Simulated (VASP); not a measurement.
## VASP 6.6.1 run: Ca2C

INCAR

```
GGA = PE
ISIF = 2
LCHARG = .FALSE.
LREAL = .FALSE.
ISMEAR = -5
NBANDS = 19
LASPH = .TRUE.
PREC = Accurate
EDIFF = 1E-7
NSW = 0
LWAVE = .FALSE.
SIGMA = 0.02
NELM = 54
IBRION = -1
ENCUT = 520
```

KPOINTS

```
KPOINTS created by Atomic Simulation Environment
0
Gamma
2 1 1
0 0 0
```

POSCAR

```
C  Ca
 1.0000000000000000
     0.0000000000000000    3.0400414738000001    3.1422679096000001
     3.0400414738000001    0.0000000000000000    3.1422679096000001
     3.0400414738000001    3.0400414738000001    0.0000000000000000
 C   Ca
   1   2
Cartesian
  0.0000000000000000  0.0000000000000000  0.0000000000000000
  1.5200207369000001  1.5200207369000001  1.5711339548000001
  4.5600622107000000  4.5600622107000000  4.7134018643999998
```

The recommended PBE PAW datasets give the neutral cell 24 valence electrons.

Command

```
mpirun -np 1 vasp_std
```

Standard output (part)

```
POSCAR found type information on POSCAR C Ca
 POSCAR found :  2 types and       3 ions
 LDA part: xc-table for (Slater+PW92), standard interpolation
|     Your reciprocal lattice and k-lattice belong to different lattice       |
|     classes:                                                                |
|        The reciprocal lattice is body-centered tetragonal,                  |
|        whereas your k-lattice is base-centered monoclinic.                  |
|     Results are often still useful ...                                      |
|     EEEEEEE  RRRRRR   RRRRRR   OOOOOOO  RRRRRR      ###     ###     ###     |
|     E        R     R  R     R  O     O  R     R     ###     ###     ###     |
|     E        R     R  R     R  O     O  R     R     ###     ###     ###     |
|     EEEEE    RRRRRR   RRRRRR   O     O  RRRRRR       #       #       #      |
|     E        R    R   R    R   O     O  R    R      ###     ###     ###     |
|     EEEEEEE  R     R  R     R  OOOOOOO  R     R     ###     ###     ###     |
|     IBZKPT: tetrahedron method fails for NKPT<4. NKPT = 2                   |
|       ---->  I REFUSE TO CONTINUE WITH THIS SICK JOB ... BYE!!! <----       |
```

VASP stopped before the first electronic step.

The fault: tetrahedra on too few k points.

The run took about 0.4 s on one core of a shared host (Intel Xeon 6975P-C).
